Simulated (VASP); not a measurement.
Input:

```
CELL_PARAMETERS angstrom
      0.00000     2.91168     2.91168
      2.91168     0.00000     2.91168
      2.91168     2.91168     0.00000
ATOMIC_POSITIONS crystal
  Al 0.00000 0.00000 0.00000
  As 0.25000 0.25000 0.25000
```

Level of theory: rev-vdW-DF2, VASP's PBE PAW potentials (set 64) (plane waves; VASP). Numerical set-up: 520 eV cut-off, 8×8×8 Γ-centred mesh, Gaussian smearing of 0.050 eV, potentials Al As.

Question: Estimate the energy per atom (σ→0), pressure, band gap (on the k-mesh) with the smallest direct gap where there is one.

Answer: 
* **band gap (on the k-mesh)**: 1.36 eV
* **smallest direct gap (on the k-mesh)**: 1.36 eV
* **energy per atom (σ→0)**: -3.486 eV/atom
* **pressure**: -3.55 GPa

The compound is AlAs in the zinc blende structure. This cell is one point of a volume scan, at 1.06 of the reference volume.
